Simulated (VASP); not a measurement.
Something may be wrong with this VASP 6.6.1 calculation of WAu.

INCAR

```
PREC     = Normal         # precision mode
ENCUT    = 220            # plane-wave cutoff, eV
EDIFF    = 1E-6           # SCF threshold, eV
ISMEAR   = -1             # smearing method
SIGMA    = 0.05           # smearing width, eV
LREAL    = F              # projectors in reciprocal space
LASPH    = T              # aspherical terms in the spheres
NELM     = 77             # most SCF steps
ALGO     = Normal         # electronic algorithm
ISIF     = 3              # what is computed and relaxed
LWAVE    = F              # write WAVECAR
LCHARG   = F              # write CHGCAR
GGA      = PE             # functional
IBRION   = 2              # ionic algorithm
NSW      = 30             # ionic steps
EDIFFG   = -0.01          # ionic threshold
```

The input KPOINTS:

```
regular mesh
0
Gamma
  8 8 8
```

Contents of POSCAR:

```
WAu
1.0
    0.0000000000      2.7479792600      2.7479792600
    2.7479792600      0.0000000000      2.7479792600
    2.7479792600      2.7479792600      0.0000000000
W Au
1 1
Direct
    0.0000000000      0.0000000000      0.0000000000
    0.7500000000      0.7500000000      0.7500000000
```

Potentials or basis: VASP PAW PBE potentials, release 64 (W_sv, Au).

Run with:

```sh
$ cat potpaw_PBE.64/W_sv/POTCAR potpaw_PBE.64/Au/POTCAR > POTCAR
$ mpirun -np 1 vasp_std > vasp.out
```

OUTCAR:

```text
PREC = Normal
   ENCUT = 220
   EDIFF = 1E-6
   ISMEAR = -1
   LREAL = F
   LASPH = T
   NELM = 77
   ISIF = 3
   GGA = PE
   IBRION = 2
   NSW = 30
   EDIFFG = -0.01

 ion  position               nearest neighbor table
   1  0.000  0.000  0.000-   2 2.38   2 2.38   2 2.38   2 2.38
   2  0.750  0.750  0.750-   1 2.38   1 2.38   1 2.38   1 2.38

  LATTYP: Found a face centered cubic cell.
 ALAT       =     5.4959585200

  Lattice vectors:

 A1 = (   0.0000000000,   2.7479792600,   2.7479792600)
 A2 = (   2.7479792600,   0.0000000000,   2.7479792600)
[... 369 lines left out ...]

 number of electron      25.0000095 magnetization

 Free energy of the ion-electron system (eV)
  ---------------------------------------------------
[... 1 line left out ...]
  ext. energy  EPLUGINS =         0.00000000
  ---------------------------------------------------
  free energy    TOTEN  =       -12.03391135 eV

  energy without entropy =      -12.01566085  energy(sigma->0) =      -12.02478610

 E-fermi :   6.3393     XC(G=0): -10.9828

 val. band max:        6.3048185137   @ k =  -0.3750   0.2500   0.1250
 cond. band min:       6.3809133225   @ k =   0.3750   0.2500   0.0000
[... 1 line left out ...]
 Fermi energy:         6.3392614894

[... 456 lines left out ...]
 [... further k-points ...]

------------------------ aborting loop because EDIFF is reached ----------------------------------------

  FORCE on cell =-STRESS in cart. coord.  units (eV):
  Direction    XX          YY          ZZ          XY          YZ          ZX
  --------------------------------------------------------------------------------------
  -------------------------------------------------------------------------------------
  Total        0.0124211      0.0124211      0.0124211      0.0000000      0.0000000     -0.0000000
  in kB        0.4312543      0.4312543      0.4312543      0.0000000      0.0000000     -0.0000000
  external PRESSURE =       0.4312543 kB  Pullay stress =       0.0000000 kB
[... 17 lines left out ...]
  FREE ENERGIE OF THE ION-ELECTRON SYSTEM (eV)
  ---------------------------------------------------
  free  energy   TOTEN  =       -12.0339113549 eV

  energy  without entropy=      -12.0156608512  energy(sigma->0) =      -12.02478610

 reached required accuracy - stopping structural energy minimisation
```

On the terminal:

```text
POSCAR found type information on POSCAR W Au
 POSCAR found :  2 types and       2 ions
[... 74 lines left out ...]
 search vector abs. value=  0.425E-06
 reached required accuracy - stopping structural energy minimisation
```

Problem. What happened, and what is wrong with the input?

Solution. The calculation finished and met its thresholds. The input holds a flaw that was put in on purpose: cell relaxed at a low cutoff (ENCUT = 220; PREC = Normal). The program doesn't stop on it, so the numbers can't be trusted though the run ends normally.
